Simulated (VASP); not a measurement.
Level of theory: PBEsol GGA with spin-orbit coupling, VASP's PBE PAW potentials (set 64) (plane waves; VASP).

A VASP calculation is set up with these files.

File KPOINTS:
```
Automatic mesh
0
Gamma
8 8 8
0 0 0
```

POSCAR:
```
GaSb
6.149410
  0.0000000000   0.5000000000   0.5000000000
  0.5000000000   0.0000000000   0.5000000000
  0.5000000000   0.5000000000   0.0000000000
Ga Sb
1 1
Direct
  0.0000000000   0.0000000000   0.0000000000
  0.2500000000   0.2500000000   0.2500000000
```

INCAR:
```
# general
SYSTEM       =GaSb
PREC         =Accurate
ENCUT        =300
LREAL        =.False.
LASPH        =.True.

# electronic loop
EDIFF        =1E-6
NELM         =100
ALGO         =Normal
LMAXMIX      =4

# smearing
ISMEAR       =-1
SIGMA        =0.05

# functional
GGA          =PS
GGA_COMPAT   =.False.

# spin
MAGMOM       =6*0.0
LSORBIT      =.True.
LNONCOLLINEAR=.True.

# ions
ISIF         =2

# output
LWAVE        =.False.
LCHARG       =.False.
LORBIT       =11
```

POTCAR, in this order: Ga_d Sb (PBE.64 set). Program: vasp_ncl.

Output of the run:

File OSZICAR:
```
       N       E                     dE             d eps       ncg     rms          rms(c)
DAV:   1     0.869465608303E+02    0.86947E+02   -0.63699E+03  2284   0.126E+03
DAV:   2     0.821412662503E+00   -0.86125E+02   -0.83516E+02  2532   0.293E+02
DAV:   3    -0.808198855476E+01   -0.89034E+01   -0.87834E+01  2768   0.935E+01
DAV:   4    -0.830467109780E+01   -0.22268E+00   -0.22211E+00  2520   0.159E+01
DAV:   5    -0.831093734812E+01   -0.62663E-02   -0.62641E-02  3052   0.242E+00    0.349E+00
DAV:   6    -0.823884165856E+01    0.72096E-01   -0.93424E-02  3098   0.578E+00    0.203E+00
DAV:   7    -0.821494204157E+01    0.23900E-01   -0.38729E-02  2608   0.189E+00    0.124E+00
DAV:   8    -0.821360876007E+01    0.13333E-02   -0.55626E-03  2382   0.689E-01    0.245E-01
DAV:   9    -0.821387755606E+01   -0.26880E-03   -0.84507E-04  2670   0.350E-01    0.537E-02
DAV:  10    -0.821401853832E+01   -0.14098E-03   -0.17340E-04  2488   0.126E-01    0.169E-02
DAV:  11    -0.821405208698E+01   -0.33549E-04   -0.40371E-05  2490   0.599E-02    0.752E-03
DAV:  12    -0.821405258731E+01   -0.50034E-06   -0.33848E-06  2576   0.218E-02
   1 F= -.82140526E+01 E0= -.82137351E+01  d E =-.635045E-03  mag=    -0.0000    -0.0000    -0.0000
```

OUTCAR:
```
------------------------ aborting loop because EDIFF is reached ----------------------------------------
  FORCE on cell =-STRESS in cart. coord.  units (eV):
  Direction    XX          YY          ZZ          XY          YZ          ZX
  --------------------------------------------------------------------------------------
  Total       -0.2912446     -0.2912446     -0.2912446      0.0000000     -0.0000000      0.0000000
  in kB       -8.0265348     -8.0265348     -8.0265348      0.0000000     -0.0000000      0.0000000
  external PRESSURE =      -8.0265348 kB  Pullay stress =       0.0000000 kB
  volume of cell :       58.14
      direct lattice vectors                 reciprocal lattice vectors
     0.000000000  3.074705000  3.074705000    -0.162617227  0.162617227  0.162617227
     3.074705000  0.000000000  3.074705000     0.162617227 -0.162617227  0.162617227
     3.074705000  3.074705000  0.000000000     0.162617227  0.162617227 -0.162617227
  FREE ENERGIE OF THE ION-ELECTRON SYSTEM (eV)
  ---------------------------------------------------
  free  energy   TOTEN  =        -8.2140525873 eV

  energy  without entropy=       -8.2134175428  energy(sigma->0) =       -8.21373507

 total charge

# of ion       s       p       d       tot
------------------------------------------
    1        0.913   0.750   9.959  11.622
    2        1.134   1.327   0.027   2.487
--------------------------------------------------
tot          2.046   2.077   9.985  14.109

 magnetization (x)

# of ion       s       p       d       tot
------------------------------------------
    1       -0.000   0.000   0.000  -0.000
    2        0.000  -0.000   0.000  -0.000
--------------------------------------------------
tot         -0.000   0.000   0.000  -0.000

 magnetization (y)

# of ion       s       p       d       tot
------------------------------------------
    1       -0.000   0.000   0.000  -0.000
    2        0.000  -0.000   0.000  -0.000
--------------------------------------------------
tot         -0.000  -0.000   0.000  -0.000

 magnetization (z)

# of ion       s       p       d       tot
------------------------------------------
    1       -0.000   0.000   0.000   0.000
    2        0.000   0.000   0.000   0.000
--------------------------------------------------
tot         -0.000   0.000   0.000   0.000

 Ion:    1  E_soc:     -0.0124857

 Ion:    2  E_soc:     -0.1256070
```
(Selected blocks of OUTCAR.)

At this cut-off the stress carries a Pulay error, which pulls relaxed volumes low.

The structure is a typed GaSb crystal (F-43m). The cell was not relaxed at this level. The run is one of a series of settings (GGA_COMPAT = .FALSE., LNONCOLLINEAR = .TRUE., LSORBIT = .TRUE., MAGMOM = 0.0 0.0 0.0 0.0 0.0 0.0, program vasp_ncl against the base run), some of them coarse on purpose.
